VASP 6.6.1 calculations with the PBEsol functional for body-centred cubic molybdenum at fixed volumes, without spin polarisation: PAW PBE potential Mo_sv (14 electrons), 520 eV plane-wave cutoff, 18 × 18 × 18 k mesh for the one-atom cell and Gaussian smearing of 0.1 eV. Pressure is positive in compression. The rows are a selection: failed runs and some with known faults or graver warnings were left out.

| volume (Å³/atom) | shortest distance (Å) | pressure (GPa) |
| --- | --- | --- |
| 13.970 | 2.628 | 32.61 |
| 14.431 | 2.656 | 19.97 |
| 14.892 | 2.684 | 9.28 |
| 15.352 | 2.712 | 0.02 |
| 15.813 | 2.739 | -7.82 |
| 15.892 | 2.743 | -8.98 |
| 16.273 | 2.765 | -14.44 |
| 16.734 | 2.791 | -20.11 |

**Around balance, 14.892 to 15.813 Å³.** Molybdenum is very stiff: near zero pressure, changing its volume by one percent takes about 3 GPa, some thirty thousand atmospheres. In the usual measure this is a bulk modulus near 285 GPa, the pressure change divided by the relative volume change. The pressure almost vanishes at 15.352 Å³, where the forces that pull the atoms together and push them apart cancel. This is the balance of a motionless lattice in a density-functional calculation; thermal and zero-point motion would add a small outward pressure.

The pull comes mainly from the d electrons. Orbitals on neighbouring atoms overlap and spread into a band, whose lower states bond and whose upper states work against bonding. In molybdenum the band is roughly half full, so that electrons occupy mostly the bonding part, which is the standard reason why metals in the middle of the transition series are so stiff. The push comes from the Pauli principle: electrons confined to less room gain kinetic energy, and the filled inner shells of neighbouring atoms begin to overlap.

**The squeezed cells, 14.892 up to 13.970 Å³.** Going up the table from balance, each further squeeze of the same size costs more pressure than the last. Both forces grow as the atoms approach, but the push grows faster, since it depends on the crowded inner regions of the atoms. The resistance therefore stiffens as it is used. The calculation gives only the total pressure, so this division into push and pull is an argument from theory and its parts have no sizes here.

**The stretched cells, 15.813 to 16.734 Å³.** Negative pressure means tension: something must hold the crystal open. The tension keeps growing down the table, but ever more slowly for a given added volume. The push fades quickly and leaves the pull in charge, and the pull itself weakens as the orbitals lose overlap. The energy levels support the last step: between 14.431 and 16.273 Å³, the splitting of the d levels at the centre of the Brillouin zone shrinks by 14 %. These are tensions of a perfect crystal pulled equally from all sides; a real piece, with its flaws, would be expected to break at smaller ones.

**The row at 15.892 Å³.** One of the stretched cells looks wrong at first sight: the pressure drops there by only 1.16 GPa, while every step above it in the table costs between about 8 and 13 GPa. The cause is the spacing, because this cell is barely larger than the one before it. Divided by the volume step, the drop is about 15 GPa per Å³, which falls between 17 for the step above and 14 for the step below. The run used fewer bands and a looser energy criterion than the others, yet the row stays close to the common curve. The output below includes a test of this row against a straight line between its two neighbours, which returned no value, but the table supplies the answer: the row lies only about 0.02 GPa below that line. A curve that bends as this one does should pass slightly further below it, so the row may be off by some hundredths of a GPa, far too little to affect the trend.

**The two ends compared.** The first and last cells differ from the balanced one by the same volume, 9 % either way. Squeezing nevertheless meets 32.6 GPa and stretching only 20.1 GPa, a ratio of 1.62. Some of this lopsidedness could be plain geometry, because a given change of volume is a larger change of distance in a small cell than in a large one. A crystal of ideal springs shows how much.

Let the energy E rise as the square of the departure of the shortest distance d from its balanced value d₀. The volume V grows as d³, and the pressure P is the energy released per volume gained:

P = −dE/dV ∝ (d₀ − d)/d²

The spring stiffness cancels when the two ends are compared. With d₀ = 2.712 Å from the balanced row, the departures are 0.084 Å on squeezing to 2.628 Å and 0.079 Å on stretching to 2.791 Å:

(0.084/0.079) × (2.791/2.628)² ≈ 1.06 × 1.13 ≈ 1.20

Ideal springs thus explain about a third of the excess over a ratio of one. No constant was adjusted to the end rows, so the shortfall is a real failure of the picture: the springs themselves must be stiffer in the squeezed crystal than in the stretched one. That is what a steep push set against a gentler pull produces.

**The whole table.** The change of stiffness also shows in the bulk modulus, which falls from 389 GPa in the first interval to 203 GPa in the last; ideal springs would be expected to give only a minor part of this fall. Put the other way round, each added GPa of pressure raises the modulus by roughly 4 GPa. For a cell between or near these volumes, this gives a working rule: start from about 3 GPa per percent of volume at balance, take more on the squeezed side and less on the stretched side. Other solids held together by a pull that varies more gently than the push should show the same bend, with a stiffness set by their own bonding. Most of the differences and ratios used here are listed in the output below; the others follow directly from the table.

The analysis program printed:

```
Interval from the row above to this row:
     row  volume step in Å³  pressure drop in GPa  bulk modulus in GPa  mean of the two pressures in GPa  mean pressure from free energies in GPa
  14.431              0.461                 12.64                389.4                             26.29                                    26.13
  14.892              0.461                 10.69                  340                             14.62                                    14.46
  15.352               0.46                  9.26                304.4                              4.65                                    4.542
  15.813              0.461                  7.84                  265                              -3.9                                   -3.931
  15.892              0.079                  1.16                232.8                              -8.4                                   -8.335
  16.273              0.381                  5.46                230.5                            -11.71                                   -11.75
  16.734              0.461                  5.67                  203                            -17.27                                   -17.27
Volume taken out from balance to smallest cell, Å³: 1.382
Volume added from balance to largest cell, Å³: 1.382
Pressure of smallest cell over tension of largest cell: 1.622
Same ratio if the energy were quadratic in distance: 1.198
Free energy cost of smallest cell, eV per atom: 0.1298
Free energy cost of largest cell, eV per atom: 0.09303
Bulk modulus around balance, GPa: 284.7
Fall of bulk modulus from first to last interval, percent: 47.87
Rise of bulk modulus per GPa of pressure over the series: 4.278
Largest gap between pressures from stress and from energy, GPa: 0.1637
Row with 11 bands less straight line between its neighbours, GPa: n/a
Splitting of d levels at zone centre at 14.431 Å³, eV: 3.325
Splitting of d levels at zone centre at 16.273 Å³, eV: 2.866
Fall of this splitting, percent: 13.8
```
